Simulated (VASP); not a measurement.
A run of VASP 6.6.1 is set up as follows.

Contents of INCAR:

```
  PREC = Accurate
  ENCUT = 520
  EDIFF = 1E-6
  ISMEAR = 1
  SIGMA = 0.1
  LREAL = F
  LASPH = T
  NELM = 80
  ALGO = Normal
  ISIF = 2
  LWAVE = F
  LCHARG = F
  GGA = PE
  NBANDS = 13
  ICORELEVEL = 1
```

KPOINTS

```
Automatic mesh
0
Gamma
  14 14 14
```

File POSCAR:

```
Pb                                      
1.0
   -0.0000000000      2.5205286052      2.5205286052
    2.5205286052     -0.0000000000      2.5205286052
    2.5205286052      2.5205286052      0.0000000000
  Pb            
     1
Direct
     0.0000000000000000    0.0000000000000000    0.0000000000000000
```

KPOINTS_OPT

```
explicit points
106
Reciprocal
 0.0000000000  0.0000000000  0.0000000000 1
 0.0555555556  0.0000000000  0.0555555556 1
 0.1111111111  0.0000000000  0.1111111111 1
 0.1666666667  0.0000000000  0.1666666667 1
 0.2222222222  0.0000000000  0.2222222222 1
 0.2777777778  0.0000000000  0.2777777778 1
 0.3333333333  0.0000000000  0.3333333333 1
 0.3888888889  0.0000000000  0.3888888889 1
 0.4444444444  0.0000000000  0.4444444444 1
 0.5000000000  0.0000000000  0.5000000000 1
 0.5000000000  0.0000000000  0.5000000000 1
 0.5000000000  0.0277777778  0.5277777778 1
 0.5000000000  0.0555555556  0.5555555556 1
 0.5000000000  0.0833333333  0.5833333333 1
 0.5000000000  0.1111111111  0.6111111111 1
 0.5000000000  0.1388888889  0.6388888889 1
 0.5000000000  0.1666666667  0.6666666667 1
 0.5000000000  0.1944444444  0.6944444444 1
 0.5000000000  0.2222222222  0.7222222222 1
 0.5000000000  0.2500000000  0.7500000000 1
 0.5000000000  0.2500000000  0.7500000000 1
 0.4861111111  0.2638888889  0.7500000000 1
 0.4722222222  0.2777777778  0.7500000000 1
 0.4583333333  0.2916666667  0.7500000000 1
 0.4444444444  0.3055555556  0.7500000000 1
 0.4305555556  0.3194444444  0.7500000000 1
 0.4166666667  0.3333333333  0.7500000000 1
 0.4027777778  0.3472222222  0.7500000000 1
 0.3888888889  0.3611111111  0.7500000000 1
 0.3750000000  0.3750000000  0.7500000000 1
 0.3750000000  0.3750000000  0.7500000000 1
 0.3333333333  0.3333333333  0.6666666667 1
 0.2916666667  0.2916666667  0.5833333333 1
 0.2500000000  0.2500000000  0.5000000000 1
 0.2083333333  0.2083333333  0.4166666667 1
 0.1666666667  0.1666666667  0.3333333333 1
 0.1250000000  0.1250000000  0.2500000000 1
 0.0833333333  0.0833333333  0.1666666667 1
 0.0416666667  0.0416666667  0.0833333333 1
 0.0000000000  0.0000000000  0.0000000000 1
 0.0000000000  0.0000000000  0.0000000000 1
 0.0555555556  0.0555555556  0.0555555556 1
 0.1111111111  0.1111111111  0.1111111111 1
 0.1666666667  0.1666666667  0.1666666667 1
 0.2222222222  0.2222222222  0.2222222222 1
 0.2777777778  0.2777777778  0.2777777778 1
 0.3333333333  0.3333333333  0.3333333333 1
 0.3888888889  0.3888888889  0.3888888889 1
 0.4444444444  0.4444444444  0.4444444444 1
 0.5000000000  0.5000000000  0.5000000000 1
 0.5000000000  0.5000000000  0.5000000000 1
 0.5138888889  0.4722222222  0.5138888889 1
 0.5277777778  0.4444444444  0.5277777778 1
 0.5416666667  0.4166666667  0.5416666667 1
 0.5555555556  0.3888888889  0.5555555556 1
 0.5694444444  0.3611111111  0.5694444444 1
 0.5833333333  0.3333333333  0.5833333333 1
 0.5972222222  0.3055555556  0.5972222222 1
 0.6111111111  0.2777777778  0.6111111111 1
 0.6250000000  0.2500000000  0.6250000000 1
 0.6250000000  0.2500000000  0.6250000000 1
 0.6111111111  0.2500000000  0.6388888889 1
 0.5972222222  0.2500000000  0.6527777778 1
 0.5833333333  0.2500000000  0.6666666667 1
 0.5694444444  0.2500000000  0.6805555556 1
 0.5555555556  0.2500000000  0.6944444444 1
 0.5416666667  0.2500000000  0.7083333333 1
 0.5277777778  0.2500000000  0.7222222222 1
 0.5138888889  0.2500000000  0.7361111111 1
 0.5000000000  0.2500000000  0.7500000000 1
 0.5000000000  0.2500000000  0.7500000000 1
 0.5000000000  0.2777777778  0.7222222222 1
 0.5000000000  0.3055555556  0.6944444444 1
 0.5000000000  0.3333333333  0.6666666667 1
 0.5000000000  0.3611111111  0.6388888889 1
 0.5000000000  0.3888888889  0.6111111111 1
 0.5000000000  0.4166666667  0.5833333333 1
 0.5000000000  0.4444444444  0.5555555556 1
 0.5000000000  0.4722222222  0.5277777778 1
 0.5000000000  0.5000000000  0.5000000000 1
 0.5000000000  0.5000000000  0.5000000000 1
 0.4861111111  0.4861111111  0.5277777778 1
 0.4722222222  0.4722222222  0.5555555556 1
 0.4583333333  0.4583333333  0.5833333333 1
 0.4444444444  0.4444444444  0.6111111111 1
 0.4305555556  0.4305555556  0.6388888889 1
 0.4166666667  0.4166666667  0.6666666667 1
 0.4027777778  0.4027777778  0.6944444444 1
 0.3888888889  0.3888888889  0.7222222222 1
 0.3750000000  0.3750000000  0.7500000000 1
 0.6250000000  0.2500000000  0.6250000000 1
 0.6111111111  0.2222222222  0.6111111111 1
 0.5972222222  0.1944444444  0.5972222222 1
 0.5833333333  0.1666666667  0.5833333333 1
 0.5694444444  0.1388888889  0.5694444444 1
 0.5555555556  0.1111111111  0.5555555556 1
 0.5416666667  0.0833333333  0.5416666667 1
 0.5277777778  0.0555555556  0.5277777778 1
 0.5138888889  0.0277777778  0.5138888889 1
 0.5000000000  0.0000000000  0.5000000000 1
 0.0000000000  0.0000000000  0.0000000000 1
 0.3750000000  0.3750000000  0.7500000000 1
 0.5000000000  0.5000000000  0.5000000000 1
 0.6250000000  0.2500000000  0.6250000000 1
 0.5000000000  0.2500000000  0.7500000000 1
 0.5000000000  0.0000000000  0.5000000000 1
```

Potentials or basis: VASP PAW PBE potentials, release 64 (Pb_d).

Launch:

```console
$ cat potpaw_PBE.64/Pb_d/POTCAR > POTCAR
$ mpirun -np 1 vasp_std > vasp.out
```

Question: Predict the band gap along the path.

Answer: None (metal or under the smearing width).

Question: Estimate the pressure.

Answer: -0.1 GPa.

Core levels (eV, on the scale of the bands):
```tsv
atom	levels
1 Pb	1s -88081.1, 2s -15742.6, 2p -13497.3, 3s -3770.8, 3p -3127.4, 3d -2472.4, 4s -845.3, 4p -634.5, 4d -390.9, 4f -122.0, 5s -133.1, 5p -74.8
```

Caveat: spin-orbit coupling is left out, which moves the levels of the heavy elements.
